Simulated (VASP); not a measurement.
An input for Quantum ESPRESSO's pw.x (written as the equivalent of a VASP run, and not itself run):

```
&CONTROL
  calculation = 'vc-relax'
  pseudo_dir = './pseudo'
  outdir = './out'
  tprnfor = .true.
  tstress = .true.
  nstep = 60
  forc_conv_thr = 0.00039
/
&SYSTEM
  ibrav = 0
  nat = 6
  ntyp = 2
  ecutwfc = 80
  occupations = 'smearing'
  smearing = 'gaussian'
  degauss = 0.003675
  input_dft = 'vdw-df-obk8'
/
&ELECTRONS
  conv_thr = 7.3e-08
  electron_maxstep = 100
/
&IONS
/
&CELL
/
ATOMIC_SPECIES
  Mo 95.950 Mo.upf
  S 32.060 S.upf
CELL_PARAMETERS angstrom
     3.1924803   -0.0000000    0.0000000
    -1.5962402    2.7647688   -0.0000000
    -0.0000000   -0.0000000   12.4563804
ATOMIC_POSITIONS crystal
  Mo   0.6666670  0.3333330  0.7500000
  Mo   0.3333330  0.6666670  0.2500000
  S    0.6666670  0.3333330  0.3759758
  S    0.3333330  0.6666670  0.8759758
  S    0.3333330  0.6666670  0.6240242
  S    0.6666670  0.3333330  0.1240242
K_POINTS automatic
  9 9 2 0 0 0
```

### Question
Translate this input to VASP (INCAR, KPOINTS, POSCAR, choice of POTCAR).

### Answer
Several could match; the one computed here: 
POSCAR:
```
MoS2
1.0
  3.1924803240   0.0000000000   0.0000000000
 -1.5962401620   2.7647687772   0.0000000000
  0.0000000000   0.0000000000  12.4563804234
Mo S
2 4
direct
  0.6666670000   0.3333330000   0.7500000000
  0.3333330000   0.6666670000   0.2500000000
  0.6666670000   0.3333330000   0.3759757718
  0.3333330000   0.6666670000   0.8759757718
  0.3333330000   0.6666670000   0.6240242282
  0.6666670000   0.3333330000   0.1240242282
```

**INCAR**
```
# general
SYSTEM  =MoS2
PREC    =Accurate
ENCUT   =480
LREAL   =.FALSE.
LASPH   =.TRUE.

# electronic loop
EDIFF   =1E-6
NELM    =100
ALGO    =Normal
LMAXMIX =4

# smearing
ISMEAR  =0
SIGMA   =0.05

# functional
GGA     =BO
LUSE_VDW=.TRUE.
AGGAC   =0.0
PARAM1  =0.1833333333
PARAM2  =0.22

# ions
IBRION  =2
NSW     =60
ISIF    =3
EDIFFG  =-0.01

# output
LWAVE   =.FALSE.
LCHARG  =.FALSE.
```

**KPOINTS**
```
Automatic mesh
0
Gamma
9 9 2
0 0 0
```

POTCAR, in this order: Mo_sv S (PBE.64 set). Program: vasp_std.

What does not carry over: the potentials are each code's own (VASP's PAW set, PseudoDojo norm-conserving files in pw.x), so ENCUT and ecutwfc are chosen apart and not converted; conv_thr bounds pw.x's estimated SCF error, while EDIFF bounds the energy change between steps; forc_conv_thr acts on force components and is met together with etot_conv_thr.

The compound is MoS2 in the 2H layered structure. It was relaxed first. The start is the result of an earlier pass.
